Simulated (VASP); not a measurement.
Output of a VASP run:

**OUTCAR**
```
 ion  position               nearest neighbor table
   1  0.333  0.667  0.250-   2 2.73   2 2.73   2 2.73   2 2.73   2 2.73   2 2.73
   2  0.667  0.333  0.750-   1 2.73   1 2.73   1 2.73   1 2.73   1 2.73   1 2.73
  LATTYP: Found a hexagonal cell.
 ALAT       =     2.7912939124
 C/A-ratio  =     1.5754040910
 Subroutine PRICEL returns:
 Original cell was already a primitive cell.
 Subroutine GETGRP returns: Found 24 space group operations
The static configuration has the point symmetry D_3d.
 The point group associated with its full space group is D_6h.
The dynamic configuration has the point symmetry D_3d.
 Subroutine INISYM returns: Found 24 space group operations
 Subroutine IBZKPT returns following result:
 Found    135 irreducible k-points:

 Following reciprocal coordinates:
            Coordinates               Weight
  0.000000  0.000000  0.000000      1.000000
  0.066667  0.000000  0.000000      6.000000
  0.133333  0.000000  0.000000      6.000000
  0.200000 -0.000000  0.000000      6.000000
  0.266667  0.000000  0.000000      6.000000
  0.333333  0.000000  0.000000      6.000000
  0.400000 -0.000000  0.000000      6.000000
  0.466667 -0.000000  0.000000      6.000000
  0.066667  0.066667  0.000000      6.000000
  0.133333  0.066667  0.000000     12.000000
  0.200000  0.066667  0.000000     12.000000
  0.266667  0.066667  0.000000     12.000000
  0.333333  0.066667  0.000000     12.000000
  0.400000  0.066667  0.000000     12.000000
  0.466667  0.066667  0.000000      6.000000
  0.133333  0.133333  0.000000      6.000000
  0.200000  0.133333  0.000000     12.000000
  0.266667  0.133333  0.000000     12.000000
  0.333333  0.133333  0.000000     12.000000
  0.400000  0.133333  0.000000     12.000000
  0.200000  0.200000  0.000000      6.000000
  0.266667  0.200000  0.000000     12.000000
  0.333333  0.200000  0.000000     12.000000
  0.400000  0.200000  0.000000      6.000000
  0.266667  0.266667  0.000000      6.000000
  0.333333  0.266667  0.000000     12.000000
  0.333333  0.333333  0.000000      2.000000
  0.000000  0.000000  0.111111      2.000000
  0.066667  0.000000  0.111111     12.000000
  0.133333  0.000000  0.111111     12.000000
  0.200000 -0.000000  0.111111     12.000000
  0.266667  0.000000  0.111111     12.000000
  0.333333  0.000000  0.111111     12.000000
  0.400000 -0.000000  0.111111     12.000000
  0.466667 -0.000000  0.111111     12.000000
  0.066667  0.066667  0.111111     12.000000
  0.133333  0.066667  0.111111     24.000000
  0.200000  0.066667  0.111111     24.000000
  0.266667  0.066667  0.111111     24.000000
  0.333333  0.066667  0.111111     24.000000
   k-points           NKPTS =    135   k-points in BZ     NKDIM =    135   number of bands    NBANDS=     12
   number of dos      NEDOS =    301   number of ions     NIONS =      2
   total plane-waves  NPLWV =  20736
   dimension x,y,z NGX =    24 NGY =   24 NGZ =   36
   dimension x,y,z NGXF=    48 NGYF=   48 NGZF=   72
   ions per type =               2
   PREC   = accura    normal or accurate (medium, high low for compatibility)
   ISTART =      0    job   : 0-new  1-cont  2-samecut
   ICHARG =      2    charge: 1-file 2-atom 10-const
   ISPIN  =      1    spin polarized calculation?
   LNONCOLLINEAR =      F non collinear calculations
   LSORBIT =      F    spin-orbit coupling
   INIWAV =      1    electr: 0-lowe 1-rand  2-diag
   ENCUT  =  520.0 eV  38.22 Ry    6.18 a.u.   5.19  5.19  8.18*2*pi/ulx,y,z
   NELM   =    100;   NELMIN=  2; NELMDL= -5     # of ELM steps
   EDIFF  = 0.1E-06   stopping-criterion for ELM
   LREAL  =      F    real-space projection
   NLSPLINE    = F    spline interpolate recip. space projectors
   LMAXMIX     =    6 max onsite mixed and CHGCAR
   VOSKOWN=      0    Vosko Wilk Nusair interpolation
   EDIFFG = -.1E-01   stopping-criterion for IOM
   NSW    =     30    number of steps for IOM
...
```

OSZICAR:
```
       N       E                     dE             d eps       ncg     rms          rms(c)
DAV:   1     0.232984547453E+02    0.23298E+02   -0.79189E+03  3240   0.132E+03
DAV:   2    -0.100626919165E+03   -0.12393E+03   -0.11220E+03  3464   0.409E+02
DAV:   3    -0.108460213933E+03   -0.78333E+01   -0.71674E+01  3980   0.830E+01
DAV:   4    -0.108658328667E+03   -0.19811E+00   -0.19556E+00  3508   0.138E+01
DAV:   5    -0.108660770929E+03   -0.24423E-02   -0.24379E-02  3816   0.126E+00    0.197E+01
DAV:   6    -0.105910684505E+03    0.27501E+01   -0.10716E+00  3364   0.100E+01    0.942E+00
DAV:   7    -0.104768784989E+03    0.11419E+01   -0.26668E+00  3764   0.151E+01    0.242E+00
DAV:   8    -0.105660814155E+03   -0.89203E+00   -0.73032E-01  3540   0.768E+00    0.854E-01
DAV:   9    -0.105669028592E+03   -0.82144E-02   -0.22352E-02  3516   0.142E+00    0.598E-02
DAV:  10    -0.105673144315E+03   -0.41157E-02   -0.13427E-03  3532   0.348E-01    0.854E-02
DAV:  11    -0.105672397998E+03    0.74632E-03   -0.37486E-04  3372   0.170E-01    0.105E-01
DAV:  12    -0.105673521045E+03   -0.11230E-02   -0.51226E-04  3284   0.207E-01    0.302E-02
DAV:  13    -0.105673506518E+03    0.14527E-04   -0.18496E-05  3472   0.460E-02    0.269E-02
DAV:  14    -0.105673518133E+03   -0.11616E-04   -0.14052E-05  3592   0.431E-02    0.687E-03
DAV:  15    -0.105673519285E+03   -0.11518E-05   -0.13622E-06  3328   0.107E-02    0.532E-03
DAV:  16    -0.105673519673E+03   -0.38829E-06   -0.42968E-07  2892   0.725E-03    0.161E-03
DAV:  17    -0.105673519952E+03   -0.27891E-06   -0.24810E-07  2908   0.416E-03    0.521E-04
DAV:  18    -0.105673520018E+03   -0.65694E-07   -0.13419E-08  1648   0.135E-03
   1 F= -.10567352E+03 E0= -.10567395E+03  d E =-.105674E+03
       N       E                     dE             d eps       ncg     rms          rms(c)
DAV:   1    -0.105673567643E+03   -0.47691E-04   -0.58684E-03  3292   0.688E-01    0.382E-02
DAV:   2    -0.105673509747E+03    0.57896E-04   -0.62205E-05  4000   0.107E-01    0.194E-02
DAV:   3    -0.105673504489E+03    0.52575E-05   -0.18964E-05  3312   0.418E-02    0.365E-03
DAV:   4    -0.105673506339E+03   -0.18500E-05   -0.50634E-06  3540   0.219E-02    0.277E-03
DAV:   5    -0.105673508850E+03   -0.25113E-05   -0.18729E-06  3428   0.183E-02    0.135E-03
DAV:   6    -0.105673508498E+03    0.35259E-06   -0.17968E-07  2380   0.585E-03    0.275E-04
DAV:   7    -0.105673508928E+03   -0.43024E-06   -0.34042E-08  1648   0.271E-03    0.371E-04
DAV:   8    -0.105673508862E+03    0.66022E-07   -0.29916E-09  1644   0.756E-04
   2 F= -.10567351E+03 E0= -.10567395E+03  d E =0.111560E-04
       N       E                     dE             d eps       ncg     rms          rms(c)
DAV:   1    -0.105673549757E+03   -0.40829E-04   -0.20776E-03  3284   0.410E-01    0.227E-02
DAV:   2    -0.105673529147E+03    0.20611E-04   -0.21887E-05  3996   0.635E-02    0.116E-02
DAV:   3    -0.105673526804E+03    0.23423E-05   -0.66803E-06  3308   0.248E-02    0.216E-03
DAV:   4    -0.105673529034E+03   -0.22297E-05   -0.17493E-06  3536   0.129E-02    0.165E-03
DAV:   5    -0.105673528713E+03    0.32102E-06   -0.64478E-07  3328   0.108E-02    0.795E-04
DAV:   6    -0.105673529438E+03   -0.72481E-06   -0.59846E-08  1652   0.342E-03    0.166E-04
DAV:   7    -0.105673529232E+03    0.20558E-06   -0.12123E-08  1628   0.166E-03    0.217E-04
DAV:   8    -0.105673529287E+03   -0.54991E-07   -0.12038E-09  1632   0.467E-04
   3 F= -.10567353E+03 E0= -.10567397E+03  d E =-.926925E-05
```

OUTCAR:
```
------------------------ aborting loop because EDIFF is reached ----------------------------------------
  FORCE on cell =-STRESS in cart. coord.  units (eV):
  Direction    XX          YY          ZZ          XY          YZ          ZX
  --------------------------------------------------------------------------------------
  Total       -4.1665134     -4.1665122     -4.1663165      0.0000000     -0.0000000      0.0000000
  in kB     -224.9800574   -224.9799955   -224.9694257      0.0000000     -0.0000000      0.0000000
  external PRESSURE =    -224.9764929 kB  Pullay stress =       0.0000000 kB
  volume of cell :       29.67
      direct lattice vectors                 reciprocal lattice vectors
     1.395402995 -2.416908552  0.000000000     0.358319426 -0.206875845  0.000000000
     1.395402995  2.416908552 -0.000000000     0.358319426  0.206875845  0.000000000
    -0.000000000 -0.000000000  4.398954536    -0.000000000  0.000000000  0.227326741
 POSITION                                       TOTAL-FORCE (eV/Angst)
 -----------------------------------------------------------------------------------
      1.39540      0.80564      1.09974        -0.000000     -0.000000      0.000000
      1.39540     -0.80564      3.29922         0.000000      0.000000      0.000000
 -----------------------------------------------------------------------------------
    total drift:                                0.000002      0.000032     -0.000020
  FREE ENERGIE OF THE ION-ELECTRON SYSTEM (eV)
  ---------------------------------------------------
  free  energy   TOTEN  =      -105.6735292873 eV

  energy  without entropy=     -105.6748385177  energy(sigma->0) =     -105.67396570

 reached required accuracy - stopping structural energy minimisation
```
(Selected blocks of OUTCAR.)

### POSCAR
```
Os
1
    1.3956471130    -2.4173313470     0.0000000000
    1.3956471130     2.4173313470     0.0000000000
    0.0000000000     0.0000000000     4.3974158488
Os
2
Direct
  0.3333330000   0.6666670000   0.2500000000
  0.6666670000   0.3333330000   0.7500000000
```

**Question.** Reconstruct the remaining input files.

**Answer.** Several could match; the one computed here: the input of the run itself, r2SCAN+rVV10, plane waves, VASP's PBE PAW potentials (set 64).

### KPOINTS
```
K-points
0
G
  15 15 9
```

**INCAR**
```
SYSTEM = Os
PREC = Accurate; ENCUT = 520; LREAL = .False.
LASPH = .True.
EDIFF = 1E-7; NELM = 100; ALGO = Normal
LMAXMIX = 6; LMIXTAU = .True.
ISMEAR = 1; SIGMA = 0.1
METAGGA = R2SCAN; LUSE_VDW = .True.; BPARAM = 11.95
CPARAM = 0.0093
IBRION = 2; NSW = 30; ISIF = 4
EDIFFG = -0.01
LWAVE = .False.; LCHARG = .False.
```

POTCAR, in this order: Os (PBE.64 set). Program: vasp_std.

The compound is Os in the hcp structure. This cell is one point of a volume scan, at 1.06 of the reference volume. Symmetry was kept, so distortions that lower it aren't found.
